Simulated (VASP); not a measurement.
OSZICAR of a VASP run on Bi (a7):

OSZICAR:
```
       N       E                     dE             d eps       ncg     rms          rms(c)
DAV:   1     0.273562784588E+03    0.27356E+03   -0.14653E+04  5567   0.163E+03
DAV:   2     0.133976083248E+02   -0.26017E+03   -0.25653E+03  5596   0.422E+02
DAV:   3    -0.787353842550E+01   -0.21271E+02   -0.20995E+02  6369   0.147E+02
DAV:   4    -0.858683918090E+01   -0.71330E+00   -0.71220E+00  6212   0.298E+01
DAV:   5    -0.862213709511E+01   -0.35298E-01   -0.35291E-01  7491   0.574E+00    0.106E+00
DAV:   6    -0.861098836425E+01    0.11149E-01   -0.22048E-02  6696   0.182E+00    0.615E-01
DAV:   7    -0.860657226818E+01    0.44161E-02   -0.14385E-02  6828   0.155E+00    0.120E-01
DAV:   8    -0.860653159707E+01    0.40671E-04   -0.15605E-03  6005   0.534E-01    0.167E-02
DAV:   9    -0.860653561331E+01   -0.40162E-05   -0.69742E-05  7913   0.849E-02    0.831E-03
DAV:  10    -0.860653421850E+01    0.13948E-05   -0.32973E-06  6277   0.147E-02    0.168E-03
DAV:  11    -0.860653429464E+01   -0.76146E-07   -0.32479E-07  4843   0.510E-03
   1 F= -.86065343E+01 E0= -.86065343E+01  d E =0.000000E+00
```

### Question
Which electronic solver shows in the log?

### Answer
It is blocked Davidson (ALGO = Normal, or the opening steps of other solvers). The INCAR had ALGO = Normal.

### Question
Can the final energy be trusted as converged?

### Answer
The run converged. It stopped with EDIFF = 1E-7, NELM = 100 (PBEsol GGA, plane waves, VASP's PBE PAW potentials (set 64)).

The compound is Bi in the a7 structure. It was relaxed first.
